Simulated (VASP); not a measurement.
Method: PBE GGA, VASP's PBE PAW potentials (set 64) (plane waves; VASP).

The input files of a VASP run:

File KPOINTS:
```
Automatic mesh
0
Gamma
11 11 9
0 0 0
```

POSCAR:
```
HfB2
1
    1.5614122843    -2.7044456392     0.0000000000
    1.5614122843     2.7044456392     0.0000000000
    0.0000000000     0.0000000000     3.4642293289
Hf B
1 2
Direct
  0.0000000000   1.0000000000   1.0000000000
  0.3333330000   0.6666670000   0.5000000000
  0.6666670000   0.3333330000   0.5000000000
```

**INCAR**
```
ALGO = Normal
EDIFF = 1E-6
EDIFFG = -0.02
ENCUT = 620
GGA = PE
IBRION = 2
ISIF = 3
ISMEAR = 1
LASPH = .TRUE.
LCHARG = .FALSE.
LMAXMIX = 6
LREAL = .FALSE.
LWAVE = .FALSE.
NELM = 100
NSW = 40
PREC = Accurate
PSTRESS = 50
SIGMA = 0.1
SYSTEM = HfB2
```

POTCAR, in this order: Hf_pv B (PBE.64 set). Program: vasp_std.

Output

File OUTCAR:
```
 ion  position               nearest neighbor table
   1  0.000  0.000  0.000-   2 2.50   3 2.50   2 2.50   3 2.50   3 2.50   3 2.50   2 2.50   2 2.50
                             3 2.50   3 2.50   2 2.50   2 2.50
   2  0.333  0.667  0.500-   3 1.80   3 1.80   3 1.80   1 2.50   1 2.50   1 2.50   1 2.50   1 2.50
                             1 2.50
   3  0.667  0.333  0.500-   2 1.80   2 1.80   2 1.80   1 2.50   1 2.50   1 2.50   1 2.50   1 2.50
                             1 2.50
  LATTYP: Found a hexagonal cell.
 ALAT       =     3.1228247689
 C/A-ratio  =     1.1093255579
 Subroutine PRICEL returns:
 Original cell was already a primitive cell.
 Subroutine GETGRP returns: Found 24 space group operations
The static configuration has the point symmetry D_6h.
The dynamic configuration has the point symmetry D_6h.
 Subroutine INISYM returns: Found 24 space group operations
 Subroutine IBZKPT returns following result:
 Found     80 irreducible k-points:

 Following reciprocal coordinates:
            Coordinates               Weight
  0.000000  0.000000  0.000000      1.000000
  0.090909  0.000000  0.000000      6.000000
  0.181818  0.000000  0.000000      6.000000
  0.272727  0.000000  0.000000      6.000000
  0.363636  0.000000  0.000000      6.000000
  0.454545  0.000000  0.000000      6.000000
  0.090909  0.090909  0.000000      6.000000
  0.181818  0.090909  0.000000     12.000000
  0.272727  0.090909  0.000000     12.000000
  0.363636  0.090909  0.000000     12.000000
  0.454545  0.090909  0.000000      6.000000
  0.181818  0.181818  0.000000      6.000000
  0.272727  0.181818  0.000000     12.000000
  0.363636  0.181818  0.000000     12.000000
  0.272727  0.272727  0.000000      6.000000
  0.363636  0.272727  0.000000      6.000000
  0.000000  0.000000  0.111111      2.000000
  0.090909  0.000000  0.111111     12.000000
  0.181818  0.000000  0.111111     12.000000
  0.272727  0.000000  0.111111     12.000000
  0.363636  0.000000  0.111111     12.000000
  0.454545  0.000000  0.111111     12.000000
  0.090909  0.090909  0.111111     12.000000
  0.181818  0.090909  0.111111     24.000000
  0.272727  0.090909  0.111111     24.000000
  0.363636  0.090909  0.111111     24.000000
  0.454545  0.090909  0.111111     12.000000
  0.181818  0.181818  0.111111     12.000000
  0.272727  0.181818  0.111111     24.000000
  0.363636  0.181818  0.111111     24.000000
  0.272727  0.272727  0.111111     12.000000
  0.363636  0.272727  0.111111     12.000000
  0.000000  0.000000  0.222222      2.000000
  0.090909  0.000000  0.222222     12.000000
  0.181818  0.000000  0.222222     12.000000
  0.272727  0.000000  0.222222     12.000000
  0.363636  0.000000  0.222222     12.000000
  0.454545  0.000000  0.222222     12.000000
  0.090909  0.090909  0.222222     12.000000
  0.181818  0.090909  0.222222     24.000000
   k-points           NKPTS =     80   k-points in BZ     NKDIM =     80   number of bands    NBANDS=     12
   number of dos      NEDOS =    301   number of ions     NIONS =      3
   total plane-waves  NPLWV =  21952
   dimension x,y,z NGX =    28 NGY =   28 NGZ =   28
   dimension x,y,z NGXF=    56 NGYF=   56 NGZF=   56
   ions per type =               1   2
   PREC   = accura    normal or accurate (medium, high low for compatibility)
   ISTART =      0    job   : 0-new  1-cont  2-samecut
   ICHARG =      2    charge: 1-file 2-atom 10-const
   ISPIN  =      1    spin polarized calculation?
   LNONCOLLINEAR =      F non collinear calculations
   LSORBIT =      F    spin-orbit coupling
   INIWAV =      1    electr: 0-lowe 1-rand  2-diag
   ENCUT  =  620.0 eV  45.57 Ry    6.75 a.u.   6.34  6.34  7.03*2*pi/ulx,y,z
...
```

OSZICAR:
```
       N       E                     dE             d eps       ncg     rms          rms(c)
DAV:   1     0.350581588084E+02    0.35058E+02   -0.94605E+03  1920   0.147E+03
DAV:   2    -0.268054649281E+02   -0.61864E+02   -0.58052E+02  2304   0.265E+02
DAV:   3    -0.287831310767E+02   -0.19777E+01   -0.19319E+01  2520   0.356E+01
DAV:   4    -0.287995856914E+02   -0.16455E-01   -0.16442E-01  2320   0.351E+00
DAV:   5    -0.287997658454E+02   -0.18015E-03   -0.18013E-03  2500   0.290E-01    0.539E+01
DAV:   6    -0.265185618504E+02    0.22812E+01   -0.52167E+00  2272   0.152E+01    0.393E+01
DAV:   7    -0.264723031175E+02    0.46259E-01   -0.16800E+00  2412   0.909E+00    0.118E+01
DAV:   8    -0.264033003493E+02    0.69003E-01   -0.48143E-01  2264   0.493E+00    0.190E+00
DAV:   9    -0.263989045466E+02    0.43958E-02   -0.32097E-02  2260   0.143E+00    0.258E-01
DAV:  10    -0.263988760494E+02    0.28497E-04   -0.90018E-04  2340   0.255E-01    0.356E-01
DAV:  11    -0.263988768446E+02   -0.79520E-06   -0.11065E-04  2304   0.837E-02    0.187E-01
DAV:  12    -0.263988720990E+02    0.47456E-05   -0.12023E-05  2348   0.303E-02    0.185E-02
DAV:  13    -0.263988722835E+02   -0.18454E-06   -0.47900E-07  1328   0.709E-03
   1 F= -.25485828E+02 E0= -.25485844E+02  d E =-.254858E+02
```

**OUTCAR**
```
------------------------ aborting loop because EDIFF is reached ----------------------------------------
  FORCE on cell =-STRESS in cart. coord.  units (eV):
  Direction    XX          YY          ZZ          XY          YZ          ZX
  --------------------------------------------------------------------------------------
  Total        0.9584341      0.9584343      0.8641523      0.0000000      0.0000000     -0.0000000
  in kB       52.4856234     52.4856323     47.3225788      0.0000000      0.0000000     -0.0000000
  external PRESSURE =       0.7646115 kB  Pullay stress =      50.0000000 kB
  volume of cell :       29.26
      direct lattice vectors                 reciprocal lattice vectors
     1.561412284 -2.704445639  0.000000000     0.320222919 -0.184880773  0.000000000
     1.561412284  2.704445639  0.000000000     0.320222919  0.184880773  0.000000000
     0.000000000  0.000000000  3.464229329     0.000000000  0.000000000  0.288664492
 POSITION                                       TOTAL-FORCE (eV/Angst)
 -----------------------------------------------------------------------------------
      0.00000      0.00000      0.00000         0.000000      0.000000     -0.000000
      1.56141      0.90148      1.73211        -0.000000     -0.000000     -0.000000
      1.56141     -0.90148      1.73211         0.000000      0.000000      0.000000
 -----------------------------------------------------------------------------------
    total drift:                                0.000000      0.000000      0.000000
  FREE ENERGIE OF THE ION-ELECTRON SYSTEM (eV)
  ---------------------------------------------------
  free  energy   TOTEN  =       -26.3988722835 eV

  energy  without entropy=      -26.3989193306  energy(sigma->0) =      -26.39888797
  enthalpy is  TOTEN    =       -25.4858278776 eV   P V=        0.9130444059

 reached required accuracy - stopping structural energy minimisation
```
(Selected blocks of OUTCAR.)

File OUTCAR:
```
 val. band max:        7.6090755571   @ k =   0.1818   0.1818   0.1111

 cond. band min:       7.7646609904   @ k =   0.2727   0.1818   0.0000


 Fermi energy:         7.7353500309

 k-point     1 :       0.0000    0.0000    0.0000
  band No.  band energies     occupation
      1     -22.7982      2.00000
      2     -22.2767      2.00000
      3     -22.2767      2.00000
      4      -6.0501      2.00000
      5       4.7455      2.00000
      6       4.8702      2.00000
      7       4.8703      2.00000
      8       5.0083      2.00000
      9      11.8963      0.00000
     10      11.8966      0.00000
     11      12.5298      0.00000
     12      12.5327      0.00000

 k-point     2 :       0.0909    0.0000    0.0000
  band No.  band energies     occupation
      1     -22.7871      2.00000
      2     -22.3450      2.00000
      3     -22.2918      2.00000
      4      -5.8688      2.00000
      5       4.3683      2.00000
      6       4.8495      2.00000
      7       4.8607      2.00000
      8       4.9274      2.00000
      9      11.2821      0.00000
     10      11.7684      0.00000
     11      11.7859      0.00000
     12      12.1153      0.00000

 k-point     3 :       0.1818    0.0000    0.0000
  band No.  band energies     occupation
      1     -22.7571      2.00000
      2     -22.5241      2.00000
      3     -22.3319      2.00000
      4      -5.3489      2.00000
      5       3.2090      2.00000
      6       4.4801      2.00000
      7       4.7967      2.00000
      8       5.3320      2.00000
      9      10.1450      0.00000
     10      11.4492      0.00000
     11      11.5438      0.00000
     12      12.1590      0.00000

 k-point     4 :       0.2727    0.0000    0.0000
  band No.  band energies     occupation
      1     -22.7500      2.00000
      2     -22.7176      2.00000
      3     -22.3840      2.00000
      4      -4.5491      2.00000
      5       1.8309      2.00000
      6       4.0841      2.00000
...
```

Unless said otherwise, spin-orbit coupling is left out, though it shifts the bands of the heavy elements here.

The compound is HfB2 in the AlB2 type structure. It was relaxed first under an external pressure of 5 GPa.
